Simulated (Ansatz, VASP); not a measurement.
## Cross-check of SrBe between VASP and Ansatz

Wanted: the spread between two codes on one cell, functional and k mesh. The cell is generated by rule, not measured, and may not be a known phase. The cell is taken from a series of runs on this material, whose earlier steps may have relaxed, scaled, displaced or heated it; both programs get it as it stands.

Program: Ansatz 0.2.0. Level of theory: plane waves, with VASP 6.6.1 beside it; zone-centre phonons at PBEsol. Results are calculated unless marked as measured.

The structure was built from a prototype and need not be the compound's stable phase.

## (1) Set-up

Symmetry: Pm-3m, No. 221, cubic system. Conventional cell: a = 3.699 Å, b = 3.699 Å, c = 3.699 Å, α = 90.00°, β = 90.00°, γ = 90.00°. Nearest to Sr lie 8 Be at 3.20 Å. Nearest to Be lie 8 Sr at 3.20 Å. Farther neighbours are not listed.

## (2) VASP: zone-centre phonons, PBEsol

Second derivatives magnify differences that forces hide, and they need a tight electronic threshold.

Lines of VASP's logs that name or quote its potential files are left out, and so is its time.

Contents of INCAR:

```
SYSTEM = SrBe
PREC = Accurate
ENCUT = 600
EDIFF = 1E-08
NELM = 120
ISMEAR = 1
SIGMA = 0.15
LREAL = .FALSE.
ALGO = Normal
GGA = PS
NBANDS = 12
LORBIT = 11
LWAVE = .FALSE.
LCHARG = .FALSE.
ISIF = 2
IBRION = 8
LASPH = .TRUE.
GGA_COMPAT = .FALSE.
KPAR = 2
```

Contents of POSCAR:

```
SrBe
1.0
    3.6989351548      0.0000000000      0.0000000000
    0.0000000000      3.6989351548      0.0000000000
    0.0000000000      0.0000000000      3.6989351548
Sr Be
1 1
Direct
    0.5000000000      0.5000000000      0.5000000000
    0.0000000000      0.0000000000      0.0000000000
```

Contents of KPOINTS:

```
Automatic mesh
0
Gamma
12 12 12
0 0 0
```

Potentials, in the order of the species: Sr_sv and Be (PBE family, release 64).

Started as:

```sh
> mpirun -np 2 vasp_std
```

Numbers of over 12 decimals in the logs are rounded to 6 here.

The program printed:

```text
[banner, memory and clock lines left out]
running    2 mpi-ranks, on    1 nodes
 distrk:  each k-point on    1 cores,    2 groups
 distr:  one band on    1 cores,    1 groups

 POSCAR found type information on POSCAR SrBe
 POSCAR found :  2 types and       2 ions
|                                                                             |
|               ----> ADVICE to this user running VASP <----                  |
|                                                                             |
|     You enforced a specific xc type in the INCAR file but a different       |
|     [... a line on the potential file left out ...]
|     I HOPE YOU KNOW WHAT YOU ARE DOING!                                     |
|                                                                             |

 LDA part: xc-table for (Slater+PW92), standard interpolation
 POSCAR, INCAR and KPOINTS ok, starting setup
 FFT: planning ... GRIDC
 FFT: planning ... GRID_SOFT
 FFT: planning ... GRID
 WAVECAR not read
 entering main loop
       N       E                     dE             d eps       ncg     rms          rms(c)
DAV:   1     0.461867361834E+02    0.46187E+02   -0.63579E+03  2016   0.967E+02
DAV:   2    -0.198932981274E+01   -0.48176E+02   -0.46820E+02  2520   0.188E+02
DAV:   3    -0.465532539328E+01   -0.26660E+01   -0.26550E+01  3332   0.371E+01
DAV:   4    -0.478068412275E+01   -0.12536E+00   -0.12524E+00  2800   0.466E+00
DAV:   5    -0.478286832152E+01   -0.21842E-02   -0.21840E-02  3004   0.562E-01    0.182E+01
DAV:   6    -0.476516203344E+01    0.17706E-01   -0.16707E-02  2596   0.113E+00    0.107E+01
DAV:   7    -0.475740873340E+01    0.77533E-02   -0.39730E-02  2924   0.159E+00    0.280E-01
DAV:   8    -0.475769212169E+01   -0.28339E-03   -0.16849E-03  2664   0.278E-01    0.144E-01
DAV:   9    -0.475777779117E+01   -0.85669E-04   -0.17118E-04  3028   0.844E-02    0.253E-02
DAV:  10    -0.475778107352E+01   -0.32823E-05   -0.53843E-06  2548   0.193E-02    0.104E-02
DAV:  11    -0.475778124136E+01   -0.16784E-06   -0.19219E-06  3092   0.795E-03    0.185E-03
DAV:  12    -0.475778117209E+01    0.69262E-07   -0.63809E-08  2584   0.198E-03    0.147E-03
DAV:  13    -0.475778109595E+01    0.76144E-07   -0.71162E-09  2208   0.756E-04    0.980E-04
DAV:  14    -0.475778111096E+01   -0.15005E-07   -0.14508E-09  1672   0.244E-04    0.112E-04
DAV:  15    -0.475778110908E+01    0.18764E-08   -0.20929E-10  1536   0.115E-04
   1 F= -.47577811E+01 E0= -.47587832E+01  d E =0.300633E-02
 Linear response reoptimize wavefunctions to high precision
DAV:   1    -0.475778110830E+01    0.77489E-09   -0.61650E-11  1776   0.504E-05
DAV:   2    -0.475778110832E+01   -0.18872E-10   -0.28295E-11  1468   0.331E-05
 Linear response DOF=           2
 Linear response progress:
  Degree of freedom:   1/  2
       N       E                     dE             d eps       ncg     rms          rms(c)
RMM:   1    -0.290359318028E+00   -0.29036E+00    0.96043E-01  6961   0.499E+00
RMM:   2    -0.287667127441E+00    0.26922E-02   -0.33295E-02  8065   0.906E-01    0.134E-01
RMM:   3    -0.288721062944E+00   -0.10539E-02   -0.26590E-03  9527   0.279E-01    0.112E-01
RMM:   4    -0.288775794781E+00   -0.54732E-04   -0.35603E-04 10271   0.109E-01    0.471E-02
RMM:   5    -0.288888504861E+00   -0.11271E-03   -0.50048E-05 10443   0.384E-02    0.118E-02
RMM:   6    -0.288968191686E+00   -0.79687E-04   -0.12657E-05 10627   0.146E-02    0.276E-03
RMM:   7    -0.288967734163E+00    0.45752E-06   -0.10905E-05 10942   0.638E-03    0.182E-03
RMM:   8    -0.288953435278E+00    0.14299E-04   -0.30317E-05 11144   0.341E-03    0.546E-04
RMM:   9    -0.288952536175E+00    0.89910E-06   -0.17636E-05 11434   0.177E-03    0.317E-04
RMM:  10    -0.288948581872E+00    0.39543E-05   -0.99778E-06 11634   0.104E-03    0.268E-04
RMM:  11    -0.288948058726E+00    0.52315E-06   -0.58898E-06 10887   0.642E-04    0.194E-05
RMM:  12    -0.288948396461E+00   -0.33773E-06   -0.46803E-06 11381   0.407E-04    0.246E-05
RMM:  13    -0.288948292898E+00    0.10356E-06   -0.42577E-06 11453   0.273E-04    0.149E-05
RMM:  14    -0.288948308883E+00   -0.15986E-07   -0.22513E-06 11531   0.189E-04    0.181E-05
RMM:  15    -0.288948410644E+00   -0.10176E-06   -0.18371E-06 11059   0.135E-04    0.181E-05
RMM:  16    -0.288948398611E+00    0.12033E-07   -0.12003E-06 10975   0.968E-05    0.107E-05
RMM:  17    -0.288948376491E+00    0.22120E-07   -0.74898E-07 10625   0.720E-05    0.633E-06
RMM:  18    -0.288948363334E+00    0.13157E-07   -0.49785E-07  9678   0.548E-05    0.535E-06
RMM:  19    -0.288948352624E+00    0.10710E-07   -0.33174E-07  9542   0.432E-05    0.265E-06
RMM:  20    -0.288948346030E+00    0.65947E-08   -0.22305E-07  9063   0.350E-05    0.206E-06
RMM:  21    -0.288948340489E+00    0.55404E-08   -0.18024E-07  8813   0.293E-05    0.294E-06
RMM:  22    -0.288948332919E+00    0.75708E-08   -0.94373E-08  9288   0.254E-05    0.452E-07
 first order change of Fermi-energy  -0.91253E-05
 force on displaced ion       1 direction 1 :  -2.620  -0.000   0.000
 Linear response progress:
  Degree of freedom:   2/  2
       N       E                     dE             d eps       ncg     rms          rms(c)
RMM:   1    -0.670353584205E-02   -0.67035E-02   -0.26020E-03  9940   0.289E-01
RMM:   2    -0.660136275324E-02    0.10217E-03   -0.20328E-04  8891   0.580E-02    0.127E-01
RMM:   3    -0.666183245802E-02   -0.60470E-04   -0.70449E-05  9023   0.293E-02    0.628E-02
RMM:   4    -0.675855213854E-02   -0.96720E-04   -0.25082E-05  9094   0.210E-02    0.699E-03
RMM:   5    -0.676416033320E-02   -0.56082E-05   -0.52464E-06  9761   0.779E-03    0.230E-03
RMM:   6    -0.676127045838E-02    0.28899E-05   -0.79982E-07 10123   0.249E-03    0.139E-03
RMM:   7    -0.676032686371E-02    0.94359E-06    0.45621E-08 10147   0.133E-03    0.448E-04
RMM:   8    -0.676025298528E-02    0.73878E-07   -0.13033E-07 10798   0.474E-04    0.245E-04
RMM:   9    -0.676031927943E-02   -0.66294E-07    0.77112E-08 10847   0.236E-04    0.276E-05
RMM:  10    -0.676030896577E-02    0.10314E-07   -0.72208E-08 11224   0.116E-04    0.231E-05
RMM:  11    -0.676030278122E-02    0.61845E-08    0.32538E-08 10914   0.619E-05    0.202E-05
 first order change of Fermi-energy  -0.22389E-03
 force on displaced ion       2 direction 1 :  -2.617   0.000   0.000
 Linear response finished
```

Parts of OUTCAR (step 2):

```text
ion  position               nearest neighbor table
   1  0.500  0.500  0.500-   2 3.20   2 3.20   2 3.20   2 3.20   2 3.20   2 3.20   2 3.20   2 3.20

  LATTYP: Found a simple cubic cell.
 ALAT       =     3.6989351548

 Subroutine GETGRP returns: Found 48 space group operations
 (whereof 48 operations were pure point group operations)

The static configuration has the point symmetry O_h .

 Found     84 irreducible k-points:

   k-points           NKPTS =     84   k-points in BZ     NKDIM =     84   number of bands    NBANDS=     12

   dimension x,y,z NGX =    30 NGY =   30 NGZ =   30
   dimension x,y,z NGXF=    60 NGYF=   60 NGZF=   60

   ENCUT  =  600.0 eV  44.10 Ry    6.64 a.u.   7.39  7.39  7.39*2*pi/ulx,y,z

   NELECT =      12.0000    total number of electrons

 k-points in reciprocal lattice and weights: Automatic mesh
   0.00000000  0.00000000  0.00000000       0.001
   0.08333333  0.00000000  0.00000000       0.003
   0.16666667  0.00000000  0.00000000       0.003
   0.25000000  0.00000000  0.00000000       0.003
   0.33333333  0.00000000  0.00000000       0.003
   0.41666667  0.00000000  0.00000000       0.003
   0.50000000  0.00000000  0.00000000       0.002
   0.08333333  0.08333333  0.00000000       0.007
   0.16666667  0.08333333  0.00000000       0.014
[...]
0.50000000  0.50000000  0.41666667       0.003
   0.50000000  0.50000000  0.50000000       0.001

 average (electrostatic) potential at core
       1 -38.2728       2 -37.7945

  Total        0.0245923      0.0245923      0.0245923     -0.0000000      0.0000000      0.0000000
  in kB        0.7785377      0.7785377      0.7785377     -0.0000000      0.0000000      0.0000000
  external PRESSURE =       0.7785377 kB  Pullay stress =       0.0000000 kB

  energy-cutoff  :      600.00
  volume of cell :       50.61
      direct lattice vectors                 reciprocal lattice vectors
     3.698935155  0.000000000  0.000000000     0.270348075  0.000000000  0.000000000
     0.000000000  3.698935155  0.000000000     0.000000000  0.270348075  0.000000000
     0.000000000  0.000000000  3.698935155     0.000000000  0.000000000  0.270348075

 POSITION                                       TOTAL-FORCE (eV/Angst)
 -----------------------------------------------------------------------------------
      1.84947      1.84947      1.84947         0.000000      0.000000      0.000000
      0.00000      0.00000      0.00000         0.000000      0.000000      0.000000
 -----------------------------------------------------------------------------------
    total drift:                                0.000000      0.000000      0.000000

 Eigenvectors and eigenvalues of the dynamical matrix
 ----------------------------------------------------

   1 f  =    8.846917 THz    55.586816 2PiTHz  295.101371 cm-1    36.587890 meV
             X         Y         Z           dx          dy          dz
      1.849468  1.849468  1.849468    -0.000000   -0.305547    0.000000
      0.000000  0.000000  0.000000     0.000000    0.952177   -0.000000

   2 f  =    8.846917 THz    55.586816 2PiTHz  295.101371 cm-1    36.587890 meV
             X         Y         Z           dx          dy          dz
      1.849468  1.849468  1.849468     0.305547   -0.000000    0.000000
      0.000000  0.000000  0.000000    -0.952177   -0.000000    0.000000

   3 f  =    8.846917 THz    55.586816 2PiTHz  295.101371 cm-1    36.587890 meV
             X         Y         Z           dx          dy          dz
      1.849468  1.849468  1.849468     0.000000    0.000000   -0.305547
      0.000000  0.000000  0.000000    -0.000000    0.000000    0.952177

   4 f/i=    0.001342 THz     0.008435 2PiTHz    0.044779 cm-1     0.005552 meV
             X         Y         Z           dx          dy          dz
      1.849468  1.849468  1.849468    -0.578479   -0.733320    0.185052
      0.000000  0.000000  0.000000    -0.185630   -0.235317    0.059382

   5 f/i=    0.001342 THz     0.008435 2PiTHz    0.044779 cm-1     0.005552 meV
             X         Y         Z           dx          dy          dz
      1.849468  1.849468  1.849468    -0.749573    0.524875   -0.263225
      0.000000  0.000000  0.000000    -0.240532    0.168429   -0.084467

   6 f/i=    0.001342 THz     0.008435 2PiTHz    0.044779 cm-1     0.005552 meV
             X         Y         Z           dx          dy          dz
      1.849468  1.849468  1.849468    -0.100716    0.305595    0.896164
      0.000000  0.000000  0.000000    -0.032319    0.098063    0.287572

 ELASTIC MODULI CONTR FROM IONIC RELAXATION (kBar)
 Direction    XX          YY          ZZ          XY          YZ          ZX
 --------------------------------------------------------------------------------
 XX           0.0000      0.0000      0.0000      0.0000      0.0000      0.0000
 YY           0.0000      0.0000      0.0000      0.0000      0.0000      0.0000
 ZZ           0.0000      0.0000      0.0000      0.0000      0.0000      0.0000
 XY           0.0000      0.0000      0.0000      0.0000      0.0000      0.0000
 YZ           0.0000      0.0000      0.0000      0.0000      0.0000      0.0000
 ZX           0.0000      0.0000      0.0000      0.0000      0.0000      0.0000
 --------------------------------------------------------------------------------
```

## (3) Ansatz: zone-centre phonons, PBEsol

Ansatz runs on norm-conserving files, of PseudoDojo where its log says so.

The same cell, functional, mesh and smearing now go to Ansatz, which takes its cutoff from its data sets.

Contents of input.yaml:

```yaml
crystal:
  lattice:
    - [3.6989351548, 0.0, 0.0]
    - [0.0, 3.6989351548, 0.0]
    - [0.0, 0.0, 3.6989351548]
  atoms:
    - { symbol: Sr, position: [0.5, 0.5, 0.5] }
    - { symbol: Be, position: [0.0, 0.0, 0.0] }
kpoints:
  mp_grid: { grid: [12, 12, 12] }
hamiltonian:
  xc: pbesol
  pseudopotentials: { kind: nc }
scf:
  occupations: { method: methfessel_paxton, width: 0.15 }
output:
  eigenvalues: true
phonons:
  method: dfpt
```

Started as:

```sh
> ansatz run input.yaml --threads 4 --pin off --max-ram 7168MiB --backend cpu --events-out ev --progress --plain --runs-dir out
```

The program printed:

```text
Engine: ansatz 0.2.0, aarch64-unknown-linux-gnu
Pseudopotentials: kind: nc
Pseudopotential: Sr, nc, valence charge 10, recommended cutoff 925.187132 eV (normal), Sr.nc.azcp (PseudoDojo's, or run here from an input of PseudoDojo's: the run reads no file of this project's for it)
Pseudopotential: Be, nc, valence charge 4, recommended cutoff 1197.300995 eV (normal), Be.nc.azcp (PseudoDojo's, or run here from an input of PseudoDojo's: the run reads no file of this project's for it)
Functional definition: PBEsol
  exchange = pbesol_x
  correlation = pbesol_c
Crystal: 2 atoms, lattice volume = 50.609 Å³
Basis set: ecut = 1197.300995 eV, 4729 PW (Γ), exchange–correlation on 90×90×90 points (8 copies of the dense FFT grid, shifted against one another)
Bands: 11, of which v1, the nominal top of the filled ones, is band 7 counted from 1 (6 counted from 0)
Symmetry: 48 space group operations
k-points: 196 of 1728 (irreducible under 8 space group operations, time reversal used)
Non-local potential: Sr, projectors of the file, l = 0: 2, l = 1: 2, l = 2: 2
Non-local potential: Be, projectors of the file, l = 0: 2, l = 1: 2
Initial density: superposition of atomic densities (chi_scale 0.1, normalization cell, long waves kept (reshape's long-wave potential 0.00 eV rms))
Initial wavefunctions: pseudopotential atomic-orbital guess
Functional: x = pbesol(κ = 0.804, μ = 0.123457), c = pbesol(β = 0.046)
SCF iter   1: F=—  HF=-1307.338763 eV  |F-HF|=—  |Δ(HF+E_count)|=         —  Δρ=1.90e-2  dr2=6.58e-2  ethr=3.10e-3  ⟨swp⟩=5.7  Hψ=16338  notcnv=0
preconditioner: auto → none  [metal: Δε(μ)=0.042 eV  Ē_g=4.582 eV  σ=0.150 eV  W_gap=0.24  n_scr=6 (ndim 8)  ℏωp=10.4 eV  f_vac=0.000  D(μ)=0.90/eV (n_scr^D=6)  sad-step TF]
SCF iter   2: F=—  HF=-1307.328829 eV  |F-HF|=—  |Δ(HF+E_count)|=   9.93e-3  S|Δr|=    0.00e0  Δρ=9.99e-3  dr2=2.39e-2  ethr=4.70e-4  ⟨swp⟩=1.0  Hψ=3724  notcnv=0
SCF iter   3: F=—  HF=-1307.326707 eV  |F-HF|=—  |Δ(HF+E_count)|=   2.12e-3  S|Δr|=    0.00e0  Δρ=1.10e-3  dr2=1.66e-4  ethr=1.71e-4  ⟨swp⟩=2.0  Hψ=2603  notcnv=0
SCF iter   4: F=—  HF=-1307.326803 eV  |F-HF|=—  |Δ(HF+E_count)|=   9.68e-5  S|Δr|=    0.00e0  Δρ=1.74e-4  dr2=1.03e-5  ethr=1.18e-6  ⟨swp⟩=2.8  Hψ=3746  notcnv=0
SCF iter   5: F=—  HF=-1307.326792 eV  |F-HF|=—  |Δ(HF+E_count)|=   1.18e-5  S|Δr|=    0.00e0  Δρ=3.62e-5  dr2=3.05e-7  ethr=7.39e-8  ⟨swp⟩=2.1  Hψ=3322  notcnv=0
SCF iter   6: F=—  HF=-1307.326770 eV  |F-HF|=—  |Δ(HF+E_count)|=   2.14e-5  S|Δr|=    0.00e0  Δρ=1.05e-5  dr2=1.24e-8  ethr=2.18e-9  ⟨swp⟩=2.5  Hψ=3188  notcnv=0
SCF iter   7: F=—  HF=-1307.326770 eV  |F-HF|=—  |Δ(HF+E_count)|=   5.01e-9  S|Δr|=    0.00e0  Δρ=1.00e-6  dr2=3.45e-10  ethr=8.89e-11  ⟨swp⟩=2.0  Hψ=3366  notcnv=0
SCF iter   8: F=-1307.326770 eV  HF=-1307.326770 eV  |F-HF|=3.18e-12  |Δ(HF+E_count)|=  1.93e-11  S|Δr|=    0.00e0  Δρ=1.30e-7  dr2=5.67e-12  ethr=1.00e-12  ⟨swp⟩=6.9  Hψ=14408  notcnv=0
SCF 1 converged in 8 iterations: F = -1307.326770 eV  dr2 = 5.67e-12
DFPT response loops at Γ: preconditioner auto → Kerker (q_TF=auto, 2.202 Å⁻¹) (partly filled bands, converged f_vac=0.000); β = 1.00, the filter's whole step (`scf.mixing.beta` (0.50) is not read by the response loops under this deck's `scf.mixing.preconditioner`; to damp them name `kerker` or `kerker_dos`, under which they read `scf.mixing.beta`, and type it under 1.00, their step now; both keys bind the ground state too); Broyden in place of MSR1
SCF converged after 8 iterations
Stability not checked: this state was not tested for a lower state beside it, because cold or Methfessel-Paxton smearing, or corrected tetrahedra, fill the levels in a way that the test cannot read (fill_not_monotonic; see scf.lower_state_search)
Free energy (F): -1307.326770 eV
Harris-Foulkes:  -1307.326770 eV  (|F-HF|=3.18e-12)
Internal energy: -1307.329803 eV  (E = F + TS)
E sigma→0 (E₀):  -1307.327529 eV
Entropy (-TS):   0.003033 eV (1.516 meV/atom)
Fermi energy:    6.591654 eV
--- Per-component energies (eV) ---
  E_band       = -288.086428
  E_kinetic    = 483.691052
  E_local      = -811.759379  (includes V_loc(G=0)·N_el)
  E_nonlocal   = -138.838937
  E_hartree    = 213.921144
  E_xc         = -288.837899
  E_vxc        = -249.021499  (∫ρ·V_xc dr)
  E_ewald      = -765.505785
  E_smearing   = 0.003033  (= −TS)
  E_closure    = -0.000000  (closes the sum)
  Σ components = -1307.326770   (vs F -1307.326770, Δ=0.00e0)
--- Band table (eV; the first three rows and the last of 196) ---
  k-point 0: bands = [... 3 lower, -10.3492, -10.3492, 1.3477, 7.8777, 7.8777, 10.1119, 10.1119, 10.1119]
  k-point 1: bands = [... 3 lower, -10.3461, -10.3461, 1.4416, 7.7428, 7.9269, 9.9881, 9.9881, 10.1638]
  k-point 2: bands = [... 3 lower, -10.3376, -10.3376, 1.7139, 7.2977, 8.0690, 9.6885, 9.6885, 10.4623]
  k-point 195: bands = [... 3 lower, -10.6710, -10.6710, 5.4970, 5.4970, 5.4970, 6.9106, 12.4133, 12.4133]
--- Phonons (Γ-DFPT): 2 representative perturbations + reference, on 196 of 1728 k-points (Σ response iterations 6) ---
  k mesh reduced under 8 symmetry operations, with k and −k counted as one. Each operation leaves every solved perturbation unchanged. A smaller set is not used because it would not reduce the number of displacements times k-points to solve
  ASR residual: 2.434e-4 → 0.000e0 eV/Å²; symmetrization residual: 1.372e-7 eV/Å²
  ASR residual per site (eV/Å²): 2.43e-4 2.24e-5
  Γ frequencies (cm⁻¹): 0.00 0.00 0.00 294.62 294.62 294.62
  non-analytic LO–TO correction: not included (Born effective charges unavailable; polar crystals: no LO–TO splitting at Γ)
```

The column dr2 measures how far the density is from self-consistency, as an energy; F and HF (Harris–Foulkes) agree once it is small.

## (4) Comparison

Known differences besides the potentials themselves: the data sets hold 14 valence electrons in Ansatz (on norm-conserving files, of PseudoDojo where its log says so) and 12 in VASP; the cutoff is 1197.3 eV in Ansatz and 600 eV in VASP. Total energies have different zeros and are not compared.

Compared:

```csv
quantity,Ansatz,VASP,difference
optical mode 1 to 3 (cm⁻¹),294.6,295.1,-0.16 %
```

Modes are paired by rising frequency, not by their patterns, so a pair may set unlike modes beside each other; they are those without the splitting of longitudinal modes.

## (5) Results

```yaml
r_m_s_difference_of_the_optical_zone_centre_modes_each_program_s_sorted_by_frequency_zone_centre_phonons_pbesol: 0.48 cm⁻¹
```

In words: The r.m.s. difference of the optical zone-centre modes, each program's sorted by frequency is 0.48 cm⁻¹ (zone-centre phonons, PBEsol). The data sets hold unlike numbers of valence electrons (14 in Ansatz and 12 in VASP), so part of the differences comes from the potentials. How closely two codes agree says nothing of how well the functional describes the real material.

[Lines on the potential files, build, host, timing and source positions are cut from VASP's logs without a mark.]

[Logs are printed without paths, hosts, clocks, repeated set-up lines and the standing remarks that a program may print on its own settings, such as how far it seeks lower states.]

[Hosts, paths, dates, database ids (printed as entryN), source tags and the programs' standing remarks are cut or masked in the printed files.]
